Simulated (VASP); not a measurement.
Level of theory: PBE GGA, VASP's PBE PAW potentials (set 64) (plane waves; VASP 6.6.1).

VASP input:

### INCAR
```
SYSTEM = Ti
PREC = Accurate
ENCUT = 480
EDIFF = 1E-7
NELM = 100
ALGO = Normal
LREAL = .FALSE.
LASPH = .TRUE.
ISMEAR = 1
SIGMA = 0.1
GGA = PE
LMAXMIX = 4
LWAVE = .FALSE.
LCHARG = .FALSE.
ISIF = 2
```

### POSCAR
```
Ti
1
    1.4056545132    -2.4346650900     0.0000000000
    1.4056545132     2.4346650900     0.0000000000
    0.0000000000     0.0000000000     4.4565680245
Ti
2
Direct
  0.3333330000   0.6666670000   0.2500000000
  0.6666670000   0.3333330000   0.7500000000
```

KPOINTS:
```
Automatic mesh
0
Gamma
14 14 8
0 0 0
```

POTCAR, in this order: Ti_sv (PBE.64 set). Program: vasp_std.

Output of the run:

**OSZICAR**
```
       N       E                     dE             d eps       ncg     rms          rms(c)
DAV:   1     0.236958174393E+03    0.23696E+03   -0.13014E+04  3840   0.183E+03
DAV:   2     0.109259436421E+02   -0.22603E+03   -0.22459E+03  3952   0.479E+02
DAV:   3    -0.160214092893E+02   -0.26947E+02   -0.26734E+02  7496   0.134E+02
DAV:   4    -0.170355269742E+02   -0.10141E+01   -0.10141E+01  3944   0.276E+01
DAV:   5    -0.170876949591E+02   -0.52168E-01   -0.52167E-01  6160   0.440E+00    0.136E+01
DAV:   6    -0.154299638969E+02    0.16577E+01   -0.58143E+00  4552   0.298E+01    0.396E+00
DAV:   7    -0.154240289331E+02    0.59350E-02   -0.83618E-01  5744   0.845E+00    0.216E+00
DAV:   8    -0.154654235290E+02   -0.41395E-01   -0.26195E-01  4408   0.664E+00    0.789E-01
DAV:   9    -0.154556307841E+02    0.97927E-02   -0.53684E-02  4504   0.288E+00    0.838E-02
DAV:  10    -0.154560316719E+02   -0.40089E-03   -0.32317E-03  5744   0.481E-01    0.855E-02
DAV:  11    -0.154560248587E+02    0.68133E-05   -0.23292E-04  5184   0.156E-01    0.261E-02
DAV:  12    -0.154560160564E+02    0.88023E-05   -0.24434E-05  4912   0.485E-02    0.265E-03
DAV:  13    -0.154560156571E+02    0.39924E-06   -0.94479E-07  4576   0.805E-03    0.148E-03
DAV:  14    -0.154560161476E+02   -0.49042E-06   -0.27732E-07  4312   0.448E-03    0.412E-04
DAV:  15    -0.154560162082E+02   -0.60618E-07   -0.27180E-08  2408   0.137E-03
   1 F= -.15456016E+02 E0= -.15456545E+02  d E =0.158768E-02
```

File OUTCAR:
```
------------------------ aborting loop because EDIFF is reached ----------------------------------------
  FORCE on cell =-STRESS in cart. coord.  units (eV):
  Direction    XX          YY          ZZ          XY          YZ          ZX
  --------------------------------------------------------------------------------------
  Total        3.3903945      3.3903947      3.4047271     -0.0000000     -0.0000000      0.0000000
  in kB      178.0789010    178.0789091    178.8317133     -0.0000000     -0.0000000      0.0000000
  external PRESSURE =     178.3298411 kB  Pullay stress =       0.0000000 kB
  volume of cell :       30.50
      direct lattice vectors                 reciprocal lattice vectors
     1.405654513 -2.434665090  0.000000000     0.355706182 -0.205367055  0.000000000
     1.405654513  2.434665090  0.000000000     0.355706182  0.205367055  0.000000000
     0.000000000  0.000000000  4.456568025     0.000000000  0.000000000  0.224387913
 POSITION                                       TOTAL-FORCE (eV/Angst)
 -----------------------------------------------------------------------------------
      1.40565      0.81156      1.11414         0.000000      0.000000      0.000000
      1.40565     -0.81156      3.34243         0.000000     -0.000000      0.000000
 -----------------------------------------------------------------------------------
    total drift:                               -0.000000      0.001039     -0.000020
  FREE ENERGIE OF THE ION-ELECTRON SYSTEM (eV)
  ---------------------------------------------------
  free  energy   TOTEN  =       -15.4560162082 eV

  energy  without entropy=      -15.4576038856  energy(sigma->0) =      -15.45654543
```
(Selected blocks of OUTCAR.)

OUTCAR:
```
 val. band max:        9.7631430628   @ k =   0.2143   0.2143   0.5000

 cond. band min:       9.8194724456   @ k =   0.0000   0.0000   0.3750


 Fermi energy:         9.8147120575

 k-point     1 :       0.0000    0.0000    0.0000
  band No.  band energies     occupation
      1     -46.8812      2.00000
      2     -46.6526      2.00000
      3     -23.6397      2.00000
      4     -22.6856      2.00000
      5     -22.6856      2.00000
      6     -22.5737      2.00000
      7     -22.5389      2.00000
      8     -22.5389      2.00000
      9       3.2949      2.00000
     10       6.7549      2.00000
     11      10.6202     -0.00000
     12      10.6202     -0.00000
     13      10.7563     -0.00000
     14      10.9677     -0.00000
     15      11.2213     -0.00000
     16      11.2213     -0.00000

 k-point     2 :       0.0714   -0.0000    0.0000
  band No.  band energies     occupation
      1     -46.8728      2.00000
      2     -46.6492      2.00000
      3     -23.6227      2.00000
      4     -22.7211      2.00000
      5     -22.6974      2.00000
      6     -22.5806      2.00000
      7     -22.5759      2.00000
      8     -22.5433      2.00000
      9       3.4581      2.00000
     10       6.8847      2.00000
     11      10.3054     -0.00000
     12      10.5948     -0.00000
     13      10.7404     -0.00000
     14      10.9967     -0.00000
     15      11.1390     -0.00000
     16      11.3286     -0.00000

 k-point     3 :       0.1429   -0.0000    0.0000
  band No.  band energies     occupation
      1     -46.8487      2.00000
      2     -46.6401      2.00000
      3     -23.5736      2.00000
      4     -22.8210      2.00000
      5     -22.7294      2.00000
      6     -22.6773      2.00000
      7     -22.6017      2.00000
      8     -22.5562      2.00000
      9       3.9293      2.00000
     10       7.2319      2.00000
     11       9.8479      0.47163
     12       9.8498      0.44466
     13      10.8838     -0.00000
...
```

The compound is Ti in the hcp structure. This cell was strained or had an atom moved on purpose.
